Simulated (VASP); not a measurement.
Data:

```xyz
2
Lattice="0.0000 2.9783 2.9783 2.9783 0.0000 2.9783 2.9783 2.9783 0.0000" Properties=species:S:1:pos:R:3 pbc="T T T"
In     0.0000     0.0000     0.0000
P      1.4891     1.4891     1.4891
```

Level of theory: PW91 GGA, VASP's PBE PAW potentials (set 64) (plane waves; VASP). Run with 520 eV cut-off, Gaussian smearing of 0.050 eV, potentials In_d P.

Unless said otherwise, spin-orbit coupling is left out, though it shifts the bands of the heavy elements here.

Q: Give the energies of bands 7 to 12 at the high-symmetry points, in eV from the valence-band maximum.

A: 
```
band     Γ      X      U      L      W
----  ----  -----  -----  -----  -----
7     0.00  -5.55  -5.41  -5.48  -5.41
8     0.00  -2.16  -3.08  -0.90  -2.75
9     0.00  -2.16  -1.80  -0.90  -2.70
10    0.42   1.83   2.37   1.37   4.18
11    4.08   2.26   4.28   4.80   4.28
12    4.08   8.88   7.37   4.80   5.43
```

The gap is direct, 0.43 eV, from the valence maximum at Γ to the conduction minimum at Γ.

Measured: gap 1.47 eV (computed value off by -1.04 eV), as given by Wei Chen et al., Physical Review Materials (2018), doi:10.1103/physrevmaterials.2.073803 [zero-point renormalisation of 0.05 eV added back (the table's ZPR column)].

The compound is InP in the zinc blende structure. It was relaxed first.
